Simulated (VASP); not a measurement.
Calculation: PBE GGA, VASP's PBE PAW potentials (set 64) (plane waves; VASP).

A VASP calculation is set up with these files.

**KPOINTS**
```
Automatic mesh
0
Gamma
1 1 1
0 0 0
```

### POSCAR
```
PSi62
1
   10.9370747000     0.0000000000     0.0000000000
    0.0000000000    10.9370747000     0.0000000000
    0.0000000000     0.0000000000    10.9370747000
Si P
62 1
Direct
  0.5005979613   0.9990730915   0.9992169754
  0.6260332160   0.1237397822   0.1243079371
  0.7502005319   0.2496605981   0.9995465407
  0.8760545148   0.3738661139   0.1242985136
  0.7508433076   0.9980247104   0.2484716590
  0.8753524710   0.1244711698   0.3724094863
  0.0001316895   0.9998283897   0.9993368770
  0.1267377968   0.1242298749   0.1242372772
  0.2524045741   0.2508452660   0.0016986449
  0.3798836198   0.3745510880   0.1303565231
  0.5006829474   0.4992577591   0.0018011821
  0.6253339969   0.6201920244   0.1301097977
  0.7490174581   0.7475196150   0.0016310722
  0.8756915817   0.8731254502   0.1241491572
  0.2515078600   0.9999508314   0.2503591005
  0.3763695689   0.1271976583   0.3751632265
  0.5069137141   0.2471546260   0.2523090616
  0.7525760872   0.4930302991   0.2521200286
  0.8725927536   0.6233750944   0.3750548216
  0.4990742293   0.0000904860   0.5001006808
  0.6236284357   0.1295917826   0.6197631732
  0.7492393495   0.2505154832   0.4909822918
  0.8701864352   0.3762076886   0.6196690491
  0.7493697079   0.0014997347   0.7475620295
  0.8744734721   0.1253359621   0.8736324653
  0.0008733346   0.4991715139   0.9991801135
  0.1260412391   0.6233800684   0.1267676989
  0.2493867354   0.7503946077   0.0020162059
  0.3763521179   0.8738609234   0.1267569065
  0.0017570784   0.2490234075   0.2484761294
  0.1243458824   0.3750890622   0.3751030868
  0.2530679446   0.4992286341   0.2540261668
  0.3755761178   0.6243471261   0.3842170768
  0.5005465985   0.7468838091   0.2539691215
  0.6246843516   0.8755441555   0.3750914083
  0.0002922268   0.9995085549   0.4998206137
  0.1255396154   0.1269074235   0.6240682293
  0.2521696224   0.2535933440   0.4996516450
  0.3762360658   0.3835255085   0.6231535450
  0.6163484774   0.6237179773   0.6232142032
  0.7462691655   0.7477185544   0.4996317611
  0.8729289771   0.8743690238   0.6241277612
  0.2494952475   0.0018647371   0.7513016571
  0.3761108200   0.1272849049   0.8746549229
  0.5002376221   0.2539368989   0.7473374012
  0.6248822706   0.3750224381   0.8755882102
  0.7459676383   0.4995885074   0.7473324991
  0.8726546550   0.6237353705   0.8746674454
  0.9998919868   0.7482250734   0.2503489651
  0.1249970522   0.8747902438   0.3746809298
  0.9996319093   0.5007581072   0.4999815019
  0.1229887672   0.6259042898   0.6269332817
  0.2484118939   0.7513430007   0.5033669982
  0.3738250453   0.8767823465   0.6269708964
  0.9982631972   0.2504238201   0.7474825382
  0.1252945490   0.3750598398   0.8742079981
  0.2496427911   0.5020041785   0.7513342300
  0.3741785924   0.6255760229   0.8779841227
  0.4977387763   0.7501987079   0.7514257692
  0.6246789619   0.8746314322   0.8743199429
  0.9979878334   0.7503954597   0.7512323031
  0.1246739767   0.8751599735   0.8752748994
  0.5020155824   0.4979343734   0.4975372422
```

INCAR:
```
SYSTEM = PSi62
PREC = Normal
ENCUT = 400
EDIFF = 1E-6
NELM = 100
ALGO = Fast
LREAL = Auto
LASPH = .TRUE.
ISMEAR = 0
SIGMA = 0.05
GGA = PE
LWAVE = .TRUE.
LCHARG = .FALSE.
NELMIN = 4
ISYM = 0
ISPIN = 2
NUPDOWN = 1
MAGMOM = 63*0.0159
LORBIT = 11
LHYPERFINE = .TRUE.
```

POTCAR, in this order: Si P (PBE.64 set). Program: vasp_gam. Read from the step before: WAVECAR.

What VASP printed:

**OUTCAR**
```
 ion  position               nearest neighbor table
   1  0.501  0.999  0.999-  60 2.36   2 2.37  29 2.38  44 2.38
   2  0.626  0.124  0.124-  17 2.34   5 2.37   3 2.37   1 2.37
   3  0.750  0.250  1.000-  25 2.36  46 2.37   4 2.37   2 2.37
   4  0.876  0.374  0.124-  18 2.34  30 2.37   3 2.37  26 2.37
   5  0.751  0.998  0.248-  14 2.36   2 2.37   6 2.37  35 2.37
   6  0.875  0.124  0.372-  22 2.34  30 2.37   5 2.37  36 2.38
   7  0.000  1.000  0.999-  62 2.36   8 2.37  14 2.37  25 2.38
   8  0.127  0.124  0.124-  30 2.36   9 2.37  15 2.37   7 2.37
   9  0.252  0.251  0.002-  44 2.36   8 2.37  56 2.39  10 2.40
  10  0.380  0.375  0.130-  11 2.36  32 2.37  17 2.38   9 2.40
  11  0.501  0.499  0.002-  12 2.36  10 2.36  46 2.37  58 2.38
  12  0.625  0.620  0.130-  11 2.36  34 2.37  18 2.38  13 2.40
  13  0.749  0.748  0.002-  48 2.36  14 2.37  60 2.39  12 2.40
  14  0.876  0.873  0.124-   5 2.36  13 2.37  49 2.37   7 2.37
  15  0.252  1.000  0.250-  29 2.37   8 2.37  50 2.37  16 2.38
  16  0.376  0.127  0.375-  17 2.36  20 2.37  38 2.37  15 2.38
  17  0.507  0.247  0.252-   2 2.34  16 2.36  10 2.38
  18  0.753  0.493  0.252-   4 2.34  19 2.36  12 2.38
  19  0.873  0.623  0.375-  18 2.36  51 2.37  41 2.37  49 2.38
  20  0.499  0.000  0.500-  21 2.36  16 2.37  35 2.37  54 2.37
  21  0.624  0.130  0.620-  20 2.36  45 2.37  22 2.37  24 2.41
  22  0.749  0.251  0.491-   6 2.34  21 2.37  23 2.37
  23  0.870  0.376  0.620-  51 2.36  47 2.37  22 2.37  55 2.41
  24  0.749  0.001  0.748-  42 2.36  25 2.37  60 2.39  21 2.41
  25  0.874  0.125  0.874-   3 2.36  24 2.37  55 2.37   7 2.38
  26  0.001  0.499  0.999-  56 2.36   4 2.37  27 2.38  48 2.38
  27  0.126  0.623  0.127-  49 2.37  28 2.37  26 2.38  32 2.39
  28  0.249  0.750  0.002-  58 2.36  27 2.37  29 2.37  62 2.38
  29  0.376  0.874  0.127-  15 2.37  28 2.37   1 2.38  34 2.39
  30  0.002  0.249  0.248-   8 2.36   4 2.37   6 2.37  31 2.37
  31  0.124  0.375  0.375-  38 2.36  32 2.36  51 2.37  30 2.37
  32  0.253  0.499  0.254-  31 2.36  10 2.37  33 2.39  27 2.39
  33  0.376  0.624  0.384-  63 2.32  53 2.36  34 2.39  32 2.39
  34  0.501  0.747  0.254-  35 2.36  12 2.37  33 2.39  29 2.39
  35  0.625  0.876  0.375-  41 2.36  34 2.36  20 2.37   5 2.37
  36  0.000  1.000  0.500-  50 2.37  42 2.38  37 2.38   6 2.38
  37  0.126  0.127  0.624-  55 2.36  43 2.38  36 2.38  38 2.39
  38  0.252  0.254  0.500-  31 2.36  16 2.37  39 2.38  37 2.39
  39  0.376  0.384  0.623-  63 2.31  57 2.36  38 2.38  45 2.39
...
```

OSZICAR:
```
       N       E                     dE             d eps       ncg     rms          rms(c)
DAV:   1    -0.333015965195E+03   -0.33302E+03   -0.31752E-05   768   0.119E-02    0.687E-03
RMM:   2    -0.333015964175E+03    0.10196E-05   -0.51585E-06   583   0.404E-03    0.293E-03
RMM:   3    -0.333015964092E+03    0.83521E-07   -0.20049E-06   461   0.219E-03    0.147E-03
RMM:   4    -0.333015964132E+03   -0.39894E-07   -0.48747E-07   389   0.119E-03
   1 F= -.33301596E+03 E0= -.33301291E+03  d E =-.610295E-02  mag=     1.0000
```

**OUTCAR**
```
------------------------ aborting loop because EDIFF is reached ----------------------------------------
  FORCE on cell =-STRESS in cart. coord.  units (eV):
  Direction    XX          YY          ZZ          XY          YZ          ZX
  --------------------------------------------------------------------------------------
  Total        1.0803736      1.1669557     -1.2696241     -2.5330272      5.7488521     -5.8221982
  in kB        1.3230645      1.4290961     -1.5548275     -3.1020365      7.0402516     -7.1300739
  external PRESSURE =       0.3991110 kB  Pullay stress =       0.0000000 kB
  volume of cell :     1308.29
      direct lattice vectors                 reciprocal lattice vectors
    10.937074700  0.000000000  0.000000000     0.091432127  0.000000000  0.000000000
     0.000000000 10.937074700  0.000000000     0.000000000  0.091432127  0.000000000
     0.000000000  0.000000000 10.937074700     0.000000000  0.000000000  0.091432127
 POSITION                                       TOTAL-FORCE (eV/Angst)
 -----------------------------------------------------------------------------------
      5.47508     10.92694     10.92851        -0.010132     -0.000499     -0.001096
      6.84697      1.35335      1.35957        -0.006353      0.006943      0.010505
      8.20500      2.73056     10.93212         0.001523     -0.001200     -0.002934
      9.58147      4.08900      1.35946        -0.001313      0.003643      0.003968
      8.21203     10.91547      2.71755        -0.000828     -0.003694      0.000134
      9.57380      1.36135      4.07307        -0.001508      0.001283      0.001479
      0.00144     10.93520     10.92982        -0.000093     -0.006863     -0.008981
      1.38614      1.35871      1.35879         0.015650      0.004690      0.001100
      2.76057      2.74351      0.01858         0.006356     -0.007390      0.003931
      4.15482      4.09649      1.42572        -0.000172     -0.004448     -0.006712
      5.47601      5.46042      0.01970        -0.009849     -0.000280      0.004468
      6.83932      6.78309      1.42302         0.003334      0.000829      0.008156
      8.19206      8.17568      0.01784         0.013903     -0.002238     -0.001770
      9.57750      9.54944      1.35783         0.001046     -0.018012      0.007337
      2.75076     10.93654      2.73820         0.007300     -0.001801     -0.005145
      4.11638      1.39117      4.10319        -0.000296     -0.004164     -0.000260
      5.54415      2.70315      2.75952         0.010115     -0.007096      0.009709
      8.23098      5.39231      2.75746        -0.000822     -0.007740      0.005867
      9.54361      6.81790      4.10200         0.002051      0.010742      0.000901
      5.45841      0.00099      5.46964        -0.004958      0.014577      0.001124
      6.82067      1.41736      6.77840         0.003997      0.002434     -0.000804
      8.19449      2.73991      5.36991        -0.010967      0.007292     -0.005772
      9.51729      4.11461      6.77737        -0.001184     -0.002058     -0.001872
      8.19591      0.01640      8.17614         0.007233      0.003805     -0.003458
      9.56418      1.37081      9.55498        -0.006872      0.007915     -0.004190
      0.00955      5.45948     10.92811        -0.001815      0.009606     -0.002949
      1.37852      6.81795      1.38647         0.003681     -0.002530      0.005028
      2.72756      8.20712      0.02205         0.003653     -0.002347     -0.000682
      4.11619      9.55748      1.38635         0.006180     -0.003193      0.000183
      0.01922      2.72359      2.71760         0.003192      0.002675      0.001604
      1.35998      4.10238      4.10253        -0.004836      0.000085     -0.005762
      2.76782      5.46010      2.77830        -0.005660      0.007294      0.004314
      4.10770      6.82853      4.20221        -0.001843     -0.003993     -0.002434
      5.47452      8.16872      2.77768         0.001267      0.000884     -0.002342
      6.83222      9.57589      4.10240         0.004961     -0.002994     -0.004492
      0.00320     10.93170      5.46658        -0.004134      0.007005      0.004674
      1.37304      1.38800      6.82548        -0.004120     -0.000386      0.002136
      2.75800      2.77357      5.46473         0.002910     -0.002803      0.002393
      4.11492      4.19465      6.81548         0.000631      0.004389      0.002573
      6.74105      6.82165      6.81614        -0.002776     -0.003113      0.005142
      8.16200      8.17785      5.46451         0.001343     -0.004881     -0.001622
      9.54729      9.56304      6.82613        -0.001715     -0.000912     -0.007661
      2.72875      0.02039      8.21704         0.000264     -0.002168     -0.014952
      4.11355      1.39212      9.56617         0.003838      0.001269      0.002402
      5.47114      2.77733      8.17368         0.002526     -0.001600     -0.008836
      6.83438      4.10165      9.57637        -0.001695     -0.001447      0.005309
      8.15870      5.46404      8.17363         0.001612      0.004744     -0.008147
      9.54429      6.82184      9.56630        -0.004367     -0.004092     -0.001641
     10.93589      8.18339      2.73809         0.002215      0.000453     -0.010236
      1.36710      9.56765      4.09791        -0.007761      0.008173     -0.003104
     10.93305      5.47683      5.46834        -0.002473     -0.002928      0.004263
      1.34514      6.84556      6.85682         0.000019      0.002316     -0.001705
      2.71690      8.21749      5.50536        -0.004712      0.007381     -0.000505
      4.08855      9.58943      6.85723         0.002323     -0.004039     -0.000282
     10.91808      2.73890      8.17527         0.000913     -0.011740     -0.004128
      1.37036      4.10206      9.56128        -0.013131     -0.002734      0.005058
      2.73036      5.49046      8.21740        -0.002843     -0.009703      0.004426
      4.09242      6.84197      9.60258         0.004175      0.001175      0.007202
      5.44381      8.20498      8.21840         0.009978      0.003137      0.005759
      6.83216      9.56591      9.56250         0.000449      0.008043      0.000642
     10.91507      8.20713      8.21628         0.002223     -0.008982     -0.008043
      1.36357      9.57169      9.57295        -0.001413      0.005017      0.006205
      5.49058      5.44595      5.44160        -0.010219      0.006271      0.004525
 -----------------------------------------------------------------------------------
    total drift:                                0.035900     -0.032242     -0.021333
  FREE ENERGIE OF THE ION-ELECTRON SYSTEM (eV)
  ---------------------------------------------------
  free  energy   TOTEN  =      -333.0159641317 eV

  energy  without entropy=     -333.0098611817  energy(sigma->0) =     -333.01291266

 total charge

# of ion       s       p       d       tot
------------------------------------------
    1        0.741   0.935   0.000   1.676
    2        0.739   0.946   0.000   1.685
    3        0.738   0.948   0.000   1.685
    4        0.739   0.946   0.000   1.685
    5        0.739   0.947   0.000   1.686
    6        0.739   0.946   0.000   1.684
    7        0.739   0.941   0.000   1.680
    8        0.738   0.946   0.000   1.684
    9        0.745   0.926   0.000   1.671
   10        0.741   0.926   0.000   1.667
   11        0.739   0.947   0.000   1.685
   12        0.741   0.926   0.000   1.668
   13        0.745   0.926   0.000   1.671
   14        0.738   0.946   0.000   1.683
   15        0.743   0.934   0.000   1.677
   16        0.740   0.939   0.000   1.678
   17        0.784   0.858   0.000   1.642
   18        0.784   0.858   0.000   1.642
   19        0.740   0.939   0.000   1.679
   20        0.739   0.946   0.000   1.685
   21        0.742   0.928   0.000   1.669
...
```
(Selected blocks of OUTCAR.)

OUTCAR:
```
 val. band max:        5.9894066394   @ k =   0.0000   0.0000   0.0000

 cond. band min:       6.1131356183   @ k =   0.0000   0.0000   0.0000


 Fermi energy:         6.0512711275

 spin component 1

 k-point     1 :       0.0000    0.0000    0.0000
  band No.  band energies     occupation
      1      -6.4104      1.00000
      2      -5.8484      1.00000
      3      -5.2612      1.00000
      4      -5.2572      1.00000
      5      -5.2380      1.00000
      6      -5.2328      1.00000
      7      -5.1548      1.00000
      8      -4.8312      1.00000
      9      -4.3435      1.00000
     10      -4.3417      1.00000
     11      -4.3286      1.00000
     12      -4.3241      1.00000
     13      -4.3141      1.00000
     14      -4.3075      1.00000
     15      -4.3058      1.00000
     16      -4.2912      1.00000
     17      -4.2777      1.00000
     18      -4.2772      1.00000
     19      -4.1499      1.00000
     20      -4.0991      1.00000
     21      -4.0309      1.00000
     22      -4.0214      1.00000
     23      -3.6196      1.00000
     24      -2.5894      1.00000
     25      -2.3005      1.00000
     26      -2.2907      1.00000
     27      -2.2445      1.00000
     28      -2.2330      1.00000
     29      -2.2295      1.00000
     30      -2.1846      1.00000
     31      -2.1474      1.00000
     32      -2.1463      1.00000
     33      -2.1130      1.00000
     34      -2.1083      1.00000
     35      -2.0994      1.00000
     36      -2.0876      1.00000
     37      -2.0807      1.00000
     38      -2.0579      1.00000
     39      -2.0004      1.00000
     40      -1.9865      1.00000
     41      -1.4852      1.00000
     42      -1.3832      1.00000
     43      -1.3500      1.00000
     44      -1.3303      1.00000
     45      -0.8141      1.00000
     46      -0.0457      1.00000
     47      -0.0431      1.00000
     48      -0.0387      1.00000
     49       0.0396      1.00000
...
```

The supercell is sampled at Γ alone, which is coarse: total energies, pressure and levels can be off, energies of defects by several tenths of an eV.

The cell is a supercell with a defect, built from Si (diamond): P_Si-vac_Si.
